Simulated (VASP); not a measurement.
Calculation: PBE GGA, VASP's PBE PAW potentials (set 64) (plane waves; VASP 6.6.1).

Input for VASP

**INCAR**
```
! general
SYSTEM  = HfO2
PREC    = Accurate
ENCUT   = 520   ! plane-wave cut-off (eV)
LREAL   = F   ! projection in real space or not
LASPH   = T   ! aspherical one-centre terms

! electronic loop
EDIFF   = 1E-6
NELM    = 100   ! most electronic steps
ALGO    = Normal   ! blocked Davidson
IMIX    = 4
AMIX    = 0.6
BMIX    = 0.0001
LMAXMIX = 6   ! l cut-off of mixed one-centre charges

! smearing
ISMEAR  = 0   ! Gaussian
SIGMA   = 0.05   ! width (eV)

! functional
GGA     = PE   ! PBE

! ions
ISIF    = 2   ! forces and stress, cell fixed

! output
LWAVE   = F
LCHARG  = F
```

KPOINTS:
```
kpoints
0
gamma
 8 8 8
0 0 0
```

**POSCAR**
```
HfO2
1
    0.0000000000     2.5400000000     2.5400000000
    2.5400000000     0.0000000000     2.5400000000
    2.5400000000     2.5400000000     0.0000000000
Hf O
1 2
Direct
  0.0000000000   0.0000000000   0.0000000000
  0.2500000000   0.2500000000   0.2500000000
  0.7500000000   0.7500000000   0.7500000000
```

POTCAR, in this order: Hf_pv O (PBE.64 set). Program: vasp_std.

The run wrote:

File OSZICAR:
```
       N       E                     dE             d eps       ncg     rms          rms(c)
DAV:   1     0.102737867112E+03    0.10274E+03   -0.12980E+04   870   0.145E+03
DAV:   2    -0.320840825289E+02   -0.13482E+03   -0.13279E+03  1129   0.327E+02
DAV:   3    -0.360123372722E+02   -0.39283E+01   -0.39254E+01  1094   0.543E+01
DAV:   4    -0.360361579201E+02   -0.23821E-01   -0.23816E-01  1115   0.460E+00
DAV:   5    -0.360363546515E+02   -0.19673E-03   -0.19673E-03  1073   0.375E-01    0.476E+01
DAV:   6    -0.338297586198E+02    0.22066E+01   -0.94004E+01   968   0.653E+01    0.511E+01
DAV:   7    -0.302381054105E+02    0.35917E+01   -0.25604E+01   884   0.310E+01    0.310E+01
DAV:   8    -0.303736083210E+02   -0.13550E+00   -0.12650E+00  1063   0.897E+00    0.130E+01
DAV:   9    -0.302469485417E+02    0.12666E+00   -0.62336E-01  1045   0.494E+00    0.399E-01
DAV:  10    -0.302480281347E+02   -0.10796E-02   -0.11713E-02   982   0.989E-01    0.117E+00
DAV:  11    -0.302480742067E+02   -0.46072E-04   -0.33296E-04  1095   0.179E-01    0.152E-01
DAV:  12    -0.302479790915E+02    0.95115E-04   -0.24766E-04  1066   0.106E-01    0.798E-02
DAV:  13    -0.302479721340E+02    0.69576E-05   -0.80841E-05  1080   0.655E-02    0.629E-02
DAV:  14    -0.302479716428E+02    0.49116E-06   -0.31428E-06   932   0.145E-02
   1 F= -.30247972E+02 E0= -.30247972E+02  d E =-.219220E-11
```

**OUTCAR**
```
------------------------ aborting loop because EDIFF is reached ----------------------------------------
  FORCE on cell =-STRESS in cart. coord.  units (eV):
  Direction    XX          YY          ZZ          XY          YZ          ZX
  --------------------------------------------------------------------------------------
  Total       -0.2285345     -0.2285345     -0.2285345      0.0000000      0.0000000     -0.0000000
  in kB      -11.1720067    -11.1720067    -11.1720067      0.0000000      0.0000000     -0.0000000
  external PRESSURE =     -11.1720067 kB  Pullay stress =       0.0000000 kB
  volume of cell :       32.77
      direct lattice vectors                 reciprocal lattice vectors
     0.000000000  2.540000000  2.540000000    -0.196850394  0.196850394  0.196850394
     2.540000000  0.000000000  2.540000000     0.196850394 -0.196850394  0.196850394
     2.540000000  2.540000000  0.000000000     0.196850394  0.196850394 -0.196850394
 POSITION                                       TOTAL-FORCE (eV/Angst)
 -----------------------------------------------------------------------------------
      0.00000      0.00000      0.00000         0.000000     -0.000000     -0.000000
      1.27000      1.27000      1.27000         0.000000      0.000000      0.000000
      3.81000      3.81000      3.81000        -0.000000     -0.000000     -0.000000
 -----------------------------------------------------------------------------------
    total drift:                                0.000000      0.000000      0.000000
  FREE ENERGIE OF THE ION-ELECTRON SYSTEM (eV)
  ---------------------------------------------------
  free  energy   TOTEN  =       -30.2479716428 eV

  energy  without entropy=      -30.2479716428  energy(sigma->0) =      -30.24797164
```
(Selected blocks of OUTCAR.)

The compound is HfO2 in the fluorite structure, the high-temperature cubic form, which is unstable at 0 K; the monoclinic form is the stable one. The cell was not relaxed at this level. The run is one of a series of settings (AMIX = 0.6, BMIX = 0.0001, IMIX = 4 against the base run), some of them coarse on purpose.
